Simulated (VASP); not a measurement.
Output of a VASP run:

### OUTCAR
```
 ion  position               nearest neighbor table
   1  0.506  0.250  0.693-   8 2.32   6 2.39   6 2.39   7 2.44   7 2.44   5 2.48   4 2.71   4 2.71
                             2 2.84   2 2.84
   2  0.494  0.750  0.307-   7 2.32   5 2.39   5 2.39   8 2.44   8 2.44   6 2.48   3 2.71   3 2.71
                             1 2.84   1 2.84
   3  0.994  0.750  0.193-   6 2.32   8 2.39   8 2.39   5 2.44   5 2.44   7 2.48   2 2.71   2 2.71
                             4 2.84   4 2.84
   4  0.006  0.250  0.807-   5 2.32   7 2.39   7 2.39   6 2.44   6 2.44   8 2.48   1 2.71   1 2.71
                             3 2.84   3 2.84
   5  0.691  0.250  0.088-   4 2.32   2 2.39   2 2.39   3 2.44   3 2.44   1 2.48   6 2.84   6 2.84
  LATTYP: Found a simple orthorhombic cell.
 ALAT       =     3.4823638921
 B/A-ratio  =     1.5075059597
 C/A-ratio  =     1.6642026182
 Subroutine PRICEL returns:
 Original cell was already a primitive cell.
 Subroutine GETGRP returns: Found  8 space group operations
The static configuration has the point symmetry S_2 .
 The point group associated with its full space group is D_2h.
The dynamic configuration has the point symmetry S_2 .
 Subroutine INISYM returns: Found  8 space group operations
 Subroutine IBZKPT returns following result:
 Found     96 irreducible k-points:

 Following reciprocal coordinates:
            Coordinates               Weight
  0.000000  0.000000  0.000000      1.000000
  0.142857  0.000000  0.000000      2.000000
  0.285714  0.000000  0.000000      2.000000
  0.428571  0.000000  0.000000      2.000000
  0.000000  0.100000  0.000000      2.000000
  0.142857  0.100000  0.000000      4.000000
  0.285714  0.100000  0.000000      4.000000
  0.428571  0.100000  0.000000      4.000000
  0.000000  0.200000  0.000000      2.000000
  0.142857  0.200000  0.000000      4.000000
  0.285714  0.200000  0.000000      4.000000
  0.428571  0.200000  0.000000      4.000000
  0.000000  0.300000  0.000000      2.000000
  0.142857  0.300000  0.000000      4.000000
  0.285714  0.300000  0.000000      4.000000
  0.428571  0.300000  0.000000      4.000000
  0.000000  0.400000  0.000000      2.000000
  0.142857  0.400000  0.000000      4.000000
  0.285714  0.400000  0.000000      4.000000
  0.428571  0.400000  0.000000      4.000000
  0.000000  0.500000  0.000000      1.000000
  0.142857  0.500000  0.000000      2.000000
  0.285714  0.500000  0.000000      2.000000
  0.428571  0.500000  0.000000      2.000000
  0.000000  0.000000  0.166667      2.000000
  0.142857  0.000000  0.166667      4.000000
  0.285714  0.000000  0.166667      4.000000
  0.428571  0.000000  0.166667      4.000000
  0.000000  0.100000  0.166667      4.000000
  0.142857  0.100000  0.166667      8.000000
  0.285714  0.100000  0.166667      8.000000
  0.428571  0.100000  0.166667      8.000000
  0.000000  0.200000  0.166667      4.000000
  0.142857  0.200000  0.166667      8.000000
  0.285714  0.200000  0.166667      8.000000
  0.428571  0.200000  0.166667      8.000000
  0.000000  0.300000  0.166667      4.000000
  0.142857  0.300000  0.166667      8.000000
  0.285714  0.300000  0.166667      8.000000
  0.428571  0.300000  0.166667      8.000000
   k-points           NKPTS =     96   k-points in BZ     NKDIM =     96   number of bands    NBANDS=     57
   number of dos      NEDOS =    601   number of ions     NIONS =      8
   total plane-waves  NPLWV =  34560
   dimension x,y,z NGX =    36 NGY =   24 NGZ =   40
   dimension x,y,z NGXF=    72 NGYF=   48 NGZF=   80
   ions per type =               4   4
   PREC   = accura    normal or accurate (medium, high low for compatibility)
   ISTART =      0    job   : 0-new  1-cont  2-samecut
   ICHARG =      2    charge: 1-file 2-atom 10-const
   ISPIN  =      1    spin polarized calculation?
   LNONCOLLINEAR =      F non collinear calculations
   LSORBIT =      F    spin-orbit coupling
   INIWAV =      1    electr: 0-lowe 1-rand  2-diag
   ENCUT  =  400.0 eV  29.40 Ry    5.42 a.u.   8.56  5.68  9.45*2*pi/ulx,y,z
...
```

### OSZICAR
```
       N       E                     dE             d eps       ncg     rms          rms(c)
DAV:   1     0.900375955677E+03    0.90038E+03   -0.35808E+04 12785   0.402E+03
DAV:   2     0.787132534082E+02   -0.82166E+03   -0.78652E+03 10944   0.953E+02
DAV:   3    -0.107309441784E+03   -0.18602E+03   -0.17920E+03 11010   0.263E+02
DAV:   4    -0.120564596870E+03   -0.13255E+02   -0.13069E+02 12349   0.812E+01
DAV:   5    -0.120884557337E+03   -0.31996E+00   -0.31974E+00 11873   0.140E+01    0.234E+01
DAV:   6    -0.120863631186E+03    0.20926E-01   -0.10510E+02 11655   0.106E+02    0.336E+01
DAV:   7    -0.106170277116E+03    0.14693E+02   -0.28859E+01 11900   0.645E+01    0.500E+00
DAV:   8    -0.105494801109E+03    0.67548E+00   -0.48167E+00 13726   0.163E+01    0.353E+00
DAV:   9    -0.105325063984E+03    0.16974E+00   -0.65528E-01 12095   0.700E+00    0.852E-01
DAV:  10    -0.105453697710E+03   -0.12863E+00   -0.18226E-01 11799   0.229E+00    0.286E-01
DAV:  11    -0.105458574154E+03   -0.48764E-02   -0.35313E-02 11201   0.900E-01    0.225E-01
DAV:  12    -0.105468290197E+03   -0.97160E-02   -0.10356E-02 11232   0.600E-01    0.120E-01
DAV:  13    -0.105468371999E+03   -0.81802E-04   -0.12044E-03 13544   0.328E-01    0.175E-02
DAV:  14    -0.105468444321E+03   -0.72322E-04   -0.44576E-04 11180   0.142E-01    0.190E-02
DAV:  15    -0.105468559363E+03   -0.11504E-03   -0.13302E-04 11160   0.101E-01    0.121E-02
DAV:  16    -0.105468574175E+03   -0.14813E-04   -0.13560E-05 12570   0.316E-02    0.149E-03
DAV:  17    -0.105468576561E+03   -0.23859E-05   -0.21411E-06 10124   0.835E-03    0.989E-04
DAV:  18    -0.105468575875E+03    0.68649E-06   -0.27269E-07  8790   0.334E-03    0.425E-04
DAV:  19    -0.105468576339E+03   -0.46365E-06   -0.46089E-08  5644   0.178E-03    0.177E-04
DAV:  20    -0.105468576437E+03   -0.98833E-07   -0.20147E-08  5583   0.113E-03
   1 F= -.10546858E+03 E0= -.10546858E+03  d E =0.000000E+00
       N       E                     dE             ncg
```

### OUTCAR
```
------------------------ aborting loop because EDIFF is reached ----------------------------------------
  FORCE on cell =-STRESS in cart. coord.  units (eV):
  Direction    XX          YY          ZZ          XY          YZ          ZX
  --------------------------------------------------------------------------------------
  Total        0.5518222     -0.4369105     -0.1306136     -0.0000000      0.0000000      0.0000000
  in kB        8.3449174     -6.6071684     -1.9752012     -0.0000000      0.0000000      0.0000000
  external PRESSURE =      -0.0791507 kB  Pullay stress =       0.0000000 kB
  volume of cell :      105.95
      direct lattice vectors                 reciprocal lattice vectors
     5.249684321  0.000000000  0.000000000     0.190487644  0.000000000  0.000000000
     0.000000000  3.482363892  0.000000000     0.000000000  0.287161259  0.000000000
     0.000000000  0.000000000  5.795359107     0.000000000  0.000000000  0.172551861
 POSITION                                       TOTAL-FORCE (eV/Angst)
 -----------------------------------------------------------------------------------
      2.65455      0.87059      4.01860         0.001630     -0.000000     -0.013047
      2.59513      2.61177      1.77676        -0.001630      0.000000      0.013047
      5.21997      2.61177      1.12092        -0.001630     -0.000000     -0.013047
      0.02971      0.87059      4.67444         0.001630     -0.000000      0.013047
      3.62760      0.87059      0.50714        -0.009837     -0.000000      0.005898
      1.62209      2.61177      5.28822         0.009837      0.000000     -0.005898
      4.24693      2.61177      3.40482         0.009837      0.000000      0.005898
      1.00276      0.87059      2.39054        -0.009837     -0.000000     -0.005898
 -----------------------------------------------------------------------------------
    total drift:                                0.000000      0.000000     -0.000000
  FREE ENERGIE OF THE ION-ELECTRON SYSTEM (eV)
  ---------------------------------------------------
  free  energy   TOTEN  =      -105.4685764374 eV

  energy  without entropy=     -105.4685764374  energy(sigma->0) =     -105.46857644

 total charge

# of ion       s       p       d       tot
------------------------------------------
    1        0.476   0.572   8.459   9.507
    2        0.476   0.572   8.459   9.507
    3        0.476   0.572   8.459   9.507
    4        0.476   0.572   8.459   9.507
    5        1.120   1.231  10.089  12.440
    6        1.120   1.231  10.089  12.440
    7        1.120   1.231  10.089  12.440
    8        1.120   1.231  10.089  12.440
--------------------------------------------------
tot          6.384   7.213  74.191  87.788

 Electric field gradients after diagonalization (V/A^2)
 (convention: |V_zz| > |V_xx| > |V_yy|)
----------------------------------------------------------------------
 ion       V_xx      V_yy      V_zz     asymmetry (V_yy - V_xx)/ V_zz
----------------------------------------------------------------------
   1       9.708     7.674   -17.382       0.117
   2       9.708     7.674   -17.382       0.117
   3       9.708     7.674   -17.382       0.117
   4       9.708     7.674   -17.382       0.117
   5     -54.762    -7.561    62.323       0.757
   6     -54.762    -7.561    62.323       0.757
   7     -54.762    -7.561    62.323       0.757
   8     -54.762    -7.561    62.323       0.757
```
(Selected blocks of OUTCAR.)

### POSCAR
```
NiGe
1
    5.2496843212    -0.0000000000     0.0000000000
   -0.0000000000     3.4823638921     0.0000000000
    0.0000000000     0.0000000000     5.7953591068
Ni Ge
4 4
Direct
  0.5056596451   0.2500000000   0.6934175306
  0.4943403549   0.7500000000   0.3065824694
  0.9943403549   0.7500000000   0.1934175306
  0.0056596451   0.2500000000   0.8065824694
  0.6910125841   0.2500000000   0.0875084921
  0.3089874159   0.7500000000   0.9124915079
  0.8089874159   0.7500000000   0.5875084921
  0.1910125841   0.2500000000   0.4124915079
```

### Question
Reconstruct the remaining input files.

### Answer
Several could match; the one computed here: the input of the run itself, r2SCAN meta-GGA, plane waves, VASP's PBE PAW potentials (set 64).

**KPOINTS**
```
Automatic mesh
0
Gamma
7 10 6
0 0 0
```

INCAR:
```
LORBIT=11   ! lm-projected
LEFG=T
PREC=Accurate
EDIFF=1E-7
LWAVE=F
NEDOS=601   ! DOS grid
LMIXTAU=T
LREAL=F   ! projection in real space or not
LASPH=T   ! aspherical one-centre terms
ENCUT=400
SYSTEM=NiGe
METAGGA=R2SCAN
ISMEAR=-5   ! tetrahedra, Bloechl
LCHARG=F
ISIF=2   ! forces and stress, cell fixed
NELM=100   ! most electronic steps
ALGO=Normal
LMAXMIX=4
```

**KPOINTS_OPT**
```
k-points along high-symmetry lines
5
Line-mode
Reciprocal
  0.000000   0.000000   0.000000 ! GAMMA
  0.500000   0.000000   0.000000 ! X

  0.500000   0.000000   0.000000 ! X
  0.500000   0.500000   0.000000 ! S

  0.500000   0.500000   0.000000 ! S
  0.000000   0.500000   0.000000 ! Y

  0.000000   0.500000   0.000000 ! Y
  0.000000   0.000000   0.000000 ! GAMMA

  0.000000   0.000000   0.000000 ! GAMMA
  0.000000   0.000000   0.500000 ! Z

  0.000000   0.000000   0.500000 ! Z
  0.500000   0.000000   0.500000 ! U

  0.500000   0.000000   0.500000 ! U
  0.500000   0.500000   0.500000 ! R

  0.500000   0.500000   0.500000 ! R
  0.000000   0.500000   0.500000 ! T

  0.000000   0.500000   0.500000 ! T
  0.000000   0.000000   0.500000 ! Z

  0.500000   0.000000   0.000000 ! X
  0.500000   0.000000   0.500000 ! U

  0.000000   0.500000   0.000000 ! Y
  0.000000   0.500000   0.500000 ! T

  0.500000   0.500000   0.000000 ! S
  0.500000   0.500000   0.500000 ! R
```

POTCAR, in this order: Ni Ge_d (PBE.64 set). Program: vasp_std.

For a metal the tetrahedron method with Blöchl corrections gives inexact stress and forces.

The structure comes from a computed database's NiGe entry (Pnma); how it stands against other phases isn't given here. It was relaxed first. The run is not spin-polarised, so no magnetic state was tried.
